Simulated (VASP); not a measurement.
Crystal: MgO (Periclase).

```
Mg O
1.0
     0.00000    2.10850    2.10850
     2.10850    0.00000    2.10850
     2.10850    2.10850    0.00000
Mg O
1 1
Cartesian
  0.0000 0.0000 0.0000
  2.1085 2.1085 2.1085
```

```yaml
Program: VASP 6.6.1
Task: relaxation of cell and atoms
Functional: LDA
Potentials_or_basis: VASP PAW LDA potentials, release 64 (Mg, O)
Cutoff: 600 eV
k_mesh: 12 × 12 × 12
Occupations: gaussian, width 0.03 eV
Spin: no spin polarisation
```

At the start: pressure -8.5 GPa; volume 9.37 Å³/atom.

Question: Where does the relaxation end?

Answer: Over 3 steps the energy falls by 13.4 meV/atom and the volume is 8.89 Å³/atom (-5.2 %); space group Fm-3m (No. 225, to 0.05 Å).

The path:
```
step  energy change (eV)  largest force (eV/Å)  pressure (GPa)  volume (Å³)
   1              0.0000                0.0000           -8.46        18.75
   2             -0.0228                0.0000            3.67        17.44
   3             -0.0267                0.0000            0.02        17.78
```

Final structure:
```cif
data_structure
_symmetry_space_group_name_H-M 'P 1'
_symmetry_Int_Tables_number 1
_cell_length_a 2.9297
_cell_length_b 2.9297
_cell_length_c 2.9297
_cell_angle_alpha 60.000
_cell_angle_beta 60.000
_cell_angle_gamma 60.000
_cell_volume 17.78
loop_
_atom_site_label
_atom_site_type_symbol
_atom_site_fract_x
_atom_site_fract_y
_atom_site_fract_z
_atom_site_occupancy
Mg1 Mg 0.00000 0.00000 0.00000 1
O1 O 0.50000 0.50000 0.50000 1
```
